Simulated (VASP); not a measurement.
Level of theory: PBE GGA with D3 dispersion (zero damping), VASP's PBE PAW potentials (set 64) (plane waves; VASP 6.6.1).

Input for VASP

### INCAR
```
NELM = 100
LREAL = F   ! projection in real space or not
ENCUT = 520
SIGMA = 0.1   ! width (eV)
IVDW = 11   ! D3, zero damping
ALGO = Normal   ! blocked Davidson
ISMEAR = 1   ! Methfessel-Paxton
NSW = 60   ! most ionic steps
ISIF = 3
SYSTEM = PtAl2
LCHARG = F
IBRION = 2   ! conjugate gradients
LWAVE = F
LASPH = T
EDIFF = 1E-6
LMAXMIX = 6   ! l cut-off of mixed one-centre charges
PREC = Accurate
EDIFFG = -0.02
GGA = PE
```

### KPOINTS
```
Automatic
0
Gamma
8 8 8
0 0 0
```

POSCAR:
```
PtAl2
1
   -0.0000000000     2.9393681285     2.9393681285
    2.9393681285    -0.0000000000     2.9393681285
    2.9393681285     2.9393681285    -0.0000000000
Al Pt
2 1
Direct
  0.2500000000   0.2500000000   0.2500000000
  0.7500000000   0.7500000000   0.7500000000
  0.0000000000   0.0000000000   0.0000000000
```

POTCAR, in this order: Al Pt (PBE.64 set). Program: vasp_std.

What will the output report for the number of irreducible k-points (NKPTS), largest plane-wave count, number of space-group operations, FFT grid (NGX, NGY, NGZ)?

* **number of irreducible k-points (NKPTS)**: 29
* **largest plane-wave count**: 1384
* **number of space-group operations**: 48
* **FFT grid (NGX, NGY, NGZ)**: 32 × 32 × 32

The compound is PtAl2 in the fluorite structure. It was relaxed first. The start is the result of an earlier pass.
